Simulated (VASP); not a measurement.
Data:

```
CELL_PARAMETERS angstrom
      4.38002     0.00000     0.00000
      0.00000     4.38002     0.00000
      0.00000     0.00000     4.38002
ATOMIC_POSITIONS crystal
  Fe 0.86030 0.63970 0.36030
  Fe 0.36030 0.86030 0.63970
  Fe 0.13970 0.13970 0.13970
  Fe 0.63970 0.36030 0.86030
  Ge 0.15931 0.34069 0.65931
  Ge 0.65931 0.15931 0.34069
  Ge 0.84069 0.84069 0.84069
  Ge 0.34069 0.65931 0.15931
```

Calculation: LDA (Ceperley-Alder, Perdew-Zunger), VASP's LDA PAW potentials (set 64) (plane waves; VASP 6.6.1). Settings: 500 eV cut-off, 5×5×5 Γ-centred mesh, Gaussian smearing of 0.050 eV, potentials Fe Ge_d.

Energy and stress use the plane-wave basis of the starting cell.

Task: The ions, cell shape and volume at an external pressure of 45.0 GPa are relaxed. Predict the relaxed structure.

Result: 
```
CELL_PARAMETERS angstrom
      4.32343     0.00000     0.00000
      0.00000     4.32343     0.00000
      0.00000     0.00000     4.32343
ATOMIC_POSITIONS crystal
  Fe 0.85895 0.64105 0.35895
  Fe 0.35895 0.85895 0.64105
  Fe 0.14105 0.14105 0.14105
  Fe 0.64105 0.35895 0.85895
  Ge 0.15872 0.34128 0.65872
  Ge 0.65872 0.15872 0.34128
  Ge 0.84128 0.84128 0.84128
  Ge 0.34128 0.65872 0.15872
```
Space group P2_13 (198), at a tolerance of 0.03 Å.

Task: How do energy and volume change from the first to the last step?

Result: The energy (σ→0) changes by +93.5 meV/atom and the volume by -3.8 %, in 6 ionic steps.

The compound is FeGe in the B20 structure. This run relaxes it under an external pressure of 45 GPa. Symmetry was kept, so distortions that lower it aren't found. The run is not spin-polarised, so no magnetic state was tried.
